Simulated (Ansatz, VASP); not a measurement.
# BN: VASP beside Ansatz, part 2 of 3

Aim: how closely do two programs agree when they are given the same cell, functional and k mesh? The cell is taken from a series of runs on this material, whose earlier steps may have relaxed, scaled, displaced or heated it; both programs get it as it stands.

VASP 6.6.1 and Ansatz 0.2.0.

So far: The starting structure; VASP: zone-centre phonons, PBE.

### Step 2. VASP: zone-centre phonons, PBE (continued)

Level of this step: PBE; plane waves and PAW (B, N) (VASP).

Parts of OUTCAR (step 2):

```text
ion  position               nearest neighbor table
   1  0.667  0.333  1.000-   4 1.57   4 1.57   4 1.57   3 1.58
   2  0.333  0.667  0.500-   3 1.57   3 1.57   3 1.57   4 1.58
   3  0.667  0.333  0.625-   2 1.57   2 1.57   2 1.57   1 1.58
   4  0.333  0.667  0.125-   1 1.57   1 1.57   1 1.57   2 1.58

  LATTYP: Found a hexagonal cell.
 ALAT       =     2.5545414624
 C/A-ratio  =     1.6537424584

 Subroutine GETGRP returns: Found 12 space group operations
 (whereof  6 operations were pure point group operations)

The static configuration has the point symmetry C_3v.
 The point group associated with its full space group is C_6v.

 Found    150 irreducible k-points:

   k-points           NKPTS =    150   k-points in BZ     NKDIM =    150   number of bands    NBANDS=     14

   dimension x,y,z NGX =    20 NGY =   20 NGZ =   36
   dimension x,y,z NGXF=    40 NGYF=   40 NGZF=   72

   ENCUT  =  600.0 eV  44.10 Ry    6.64 a.u.   5.10  5.10  8.44*2*pi/ulx,y,z

   NELECT =      16.0000    total number of electrons

 k-points in reciprocal lattice and weights: Automatic mesh
   0.00000000  0.00000000  0.00000000       0.000
   0.06250000 -0.00000000  0.00000000       0.003
   0.12500000 -0.00000000  0.00000000       0.003
   0.18750000  0.00000000  0.00000000       0.003
   0.25000000 -0.00000000  0.00000000       0.003
   0.31250000 -0.00000000  0.00000000       0.003
   0.37500000  0.00000000  0.00000000       0.003
   0.43750000 -0.00000000  0.00000000       0.003
   0.50000000 -0.00000000  0.00000000       0.001
[...]
-1.277270731  2.212297801  0.000000000     0.000000000  0.452018711  0.000000000
     0.000000000  0.000000000  4.224553678     0.000000000  0.000000000  0.236711396

 POSITION                                       TOTAL-FORCE (eV/Angst)
 -----------------------------------------------------------------------------------
      1.27727      0.73743      4.22373         0.000000      0.000000     -0.000988
     -0.00000      1.47487      2.11146        -0.000000     -0.000000     -0.000988
      1.27727      0.73743      2.64117         0.000000      0.000000      0.000988
     -0.00000      1.47487      0.52889        -0.000000     -0.000000      0.000988
 -----------------------------------------------------------------------------------
    total drift:                                0.000000      0.000000      0.000109

 MACROSCOPIC STATIC DIELECTRIC TENSOR (including local field effects in DFT)
 ------------------------------------------------------
           4.568379     0.000000     0.000000
          -0.000000     4.568379     0.000000
           0.000000    -0.000000     4.731196
 ------------------------------------------------------

 PIEZOELECTRIC TENSOR (including local field effects)  for field in x, y, z        (C/m^2)
          XX          YY          ZZ          XY          YZ          ZX
  --------------------------------------------------------------------------------
  x    -0.00000    -0.00000     0.00000     0.00000     0.00000    -0.61591
  y     0.00000    -0.00000     0.00000     0.00000    -0.61591     0.00000
  z    -0.51819    -0.51819     1.06957     0.00000     0.00000     0.00000

 BORN EFFECTIVE CHARGES (including local field effects) (in |e|, cummulative output)
 ---------------------------------------------------------------------------------
 ion    1
    1     1.84725     0.00000     0.00000
    2     0.00000     1.84725    -0.00000
    3     0.00000    -0.00000     1.94592
 ion    2
    1     1.84725     0.00000    -0.00000
    2     0.00000     1.84725     0.00000
    3     0.00000     0.00000     1.94592
 ion    3
    1    -1.84725     0.00000     0.00000
    2    -0.00000    -1.84725     0.00000
    3    -0.00000    -0.00000    -1.94592
 ion    4
    1    -1.84725     0.00000     0.00000
    2     0.00000    -1.84725     0.00000
    3     0.00000     0.00000    -1.94592

 Eigenvectors and eigenvalues of the dynamical matrix
 ----------------------------------------------------

   1 f  =   33.314314 THz   209.320007 2PiTHz 1111.245895 cm-1   137.776869 meV
             X         Y         Z           dx          dy          dz
      1.277271  0.737433  4.223733    -0.000000    0.000000   -0.616151
     -0.000000  1.474865  2.111456    -0.000000    0.000000    0.616151
      1.277271  0.737433  2.641167     0.000000   -0.000000   -0.346926
     -0.000000  1.474865  0.528890     0.000000   -0.000000    0.346926

   2 f  =   31.277894 THz   196.524807 2PiTHz 1043.318256 cm-1   129.354919 meV
             X         Y         Z           dx          dy          dz
      1.277271  0.737433  4.223733     0.531139   -0.000001   -0.000000
     -0.000000  1.474865  2.111456     0.531139   -0.000001    0.000000
      1.277271  0.737433  2.641167    -0.466788    0.000000   -0.000000
     -0.000000  1.474865  0.528890    -0.466788    0.000000    0.000000

   3 f  =   31.277894 THz   196.524807 2PiTHz 1043.318256 cm-1   129.354919 meV
             X         Y         Z           dx          dy          dz
      1.277271  0.737433  4.223733     0.000001    0.531139   -0.000000
     -0.000000  1.474865  2.111456     0.000001    0.531139   -0.000000
      1.277271  0.737433  2.641167    -0.000000   -0.466788    0.000000
     -0.000000  1.474865  0.528890    -0.000000   -0.466788   -0.000000

   4 f  =   30.253844 THz   190.090507 2PiTHz 1009.159606 cm-1   125.119788 meV
             X         Y         Z           dx          dy          dz
      1.277271  0.737433  4.223733    -0.000000    0.000000    0.531116
     -0.000000  1.474865  2.111456     0.000000    0.000000    0.531116
      1.277271  0.737433  2.641167    -0.000000   -0.000000   -0.466815
     -0.000000  1.474865  0.528890    -0.000000   -0.000000   -0.466815

   5 f  =   28.612351 THz   179.776704 2PiTHz  954.405301 cm-1   118.331123 meV
             X         Y         Z           dx          dy          dz
      1.277271  0.737433  4.223733     0.000000   -0.000000    0.346926
     -0.000000  1.474865  2.111456    -0.000000    0.000000   -0.346926
      1.277271  0.737433  2.641167     0.000000   -0.000000   -0.616151
     -0.000000  1.474865  0.528890    -0.000000    0.000000    0.616151

   6 f  =   28.284363 THz   177.715893 2PiTHz  943.464792 cm-1   116.974673 meV
             X         Y         Z           dx          dy          dz
      1.277271  0.737433  4.223733     0.546438   -0.000002   -0.000000
     -0.000000  1.474865  2.111456    -0.546438    0.000002    0.000000
      1.277271  0.737433  2.641167     0.448782   -0.000001    0.000000
     -0.000000  1.474865  0.528890    -0.448782    0.000001   -0.000000

   7 f  =   28.284363 THz   177.715893 2PiTHz  943.464792 cm-1   116.974673 meV
             X         Y         Z           dx          dy          dz
      1.277271  0.737433  4.223733    -0.000002   -0.546438   -0.000000
     -0.000000  1.474865  2.111456     0.000002    0.546438    0.000000
      1.277271  0.737433  2.641167    -0.000001   -0.448782    0.000000
     -0.000000  1.474865  0.528890     0.000001    0.448782   -0.000000

   8 f  =   14.154474 THz    88.935183 2PiTHz  472.142433 cm-1    58.538175 meV
             X         Y         Z           dx          dy          dz
      1.277271  0.737433  4.223733     0.448782    0.000001    0.000000
     -0.000000  1.474865  2.111456    -0.448782   -0.000001    0.000000
      1.277271  0.737433  2.641167    -0.546438   -0.000001    0.000000
     -0.000000  1.474865  0.528890     0.546438    0.000001    0.000000

   9 f  =   14.154474 THz    88.935183 2PiTHz  472.142433 cm-1    58.538175 meV
             X         Y         Z           dx          dy          dz
      1.277271  0.737433  4.223733    -0.000001    0.448782    0.000000
     -0.000000  1.474865  2.111456     0.000001   -0.448782    0.000000
      1.277271  0.737433  2.641167     0.000001   -0.546438    0.000000
     -0.000000  1.474865  0.528890    -0.000001    0.546438    0.000000

  10 f/i=    0.002060 THz     0.012945 2PiTHz    0.068723 cm-1     0.008521 meV
             X         Y         Z           dx          dy          dz
      1.277271  0.737433  4.223733     0.288900    0.366644    0.000000
     -0.000000  1.474865  2.111456     0.288900    0.366644    0.000000
      1.277271  0.737433  2.641167     0.328728    0.417190    0.000000
     -0.000000  1.474865  0.528890     0.328728    0.417190    0.000000

  11 f/i=    0.002060 THz     0.012945 2PiTHz    0.068723 cm-1     0.008521 meV
             X         Y         Z           dx          dy          dz
      1.277271  0.737433  4.223733    -0.366644    0.288900   -0.000000
     -0.000000  1.474865  2.111456    -0.366644    0.288900   -0.000000
      1.277271  0.737433  2.641167    -0.417190    0.328728   -0.000000
     -0.000000  1.474865  0.528890    -0.417190    0.328728   -0.000000

  12 f/i=    0.003513 THz     0.022070 2PiTHz    0.117168 cm-1     0.014527 meV
             X         Y         Z           dx          dy          dz
      1.277271  0.737433  4.223733     0.000000    0.000000   -0.466815
     -0.000000  1.474865  2.111456     0.000000    0.000000   -0.466815
      1.277271  0.737433  2.641167     0.000000    0.000000   -0.531116
     -0.000000  1.474865  0.528890     0.000000    0.000000   -0.531116

 MACROSCOPIC STATIC DIELECTRIC TENSOR IONIC CONTRIBUTION
 ------------------------------------------------------
           2.118200     0.000000    -0.000000
           0.000000     2.118200     0.000000
          -0.000000     0.000000     2.512302
 ------------------------------------------------------

 ELASTIC MODULI CONTR FROM IONIC RELAXATION (kBar)
 Direction    XX          YY          ZZ          XY          YZ          ZX
 --------------------------------------------------------------------------------
 XX        -111.3536     97.4717     -0.4631      0.0000      0.0000      0.0000
 YY          97.4717   -111.3536     -0.4631     -0.0000     -0.0000     -0.0000
 ZZ          -0.4631     -0.4631     -0.0309     -0.0000     -0.0000      0.0000
 XY           0.0000     -0.0000     -0.0000   -104.4126     -0.0000      0.0000
 YZ           0.0000     -0.0000     -0.0000     -0.0000    -30.9572     -0.0000
 ZX           0.0000     -0.0000      0.0000      0.0000     -0.0000    -24.8665
 --------------------------------------------------------------------------------

 PIEZOELECTRIC TENSOR IONIC CONTR  for field in x, y, z        (C/m^2)
          XX          YY          ZZ          XY          YZ          ZX
  --------------------------------------------------------------------------------
  x    -0.00000     0.00000    -0.00000    -0.00000     0.00000     0.21596
  y    -0.00000     0.00000     0.00000     0.00000     0.24096     0.00000
  z     0.12426     0.12426     0.00829    -0.00000     0.00000    -0.00000
```

(Part 2 of 3 ends here.)

[Lines on the potential files, build, host, timing and source positions are cut from VASP's logs without a mark.]

[Logs are printed without paths, hosts, clocks, repeated set-up lines and the standing remarks that a program may print on its own settings, such as how far it seeks lower states.]

[Hosts, paths, dates, database ids (printed as entryN), source tags and the programs' standing remarks are cut or masked in the printed files.]
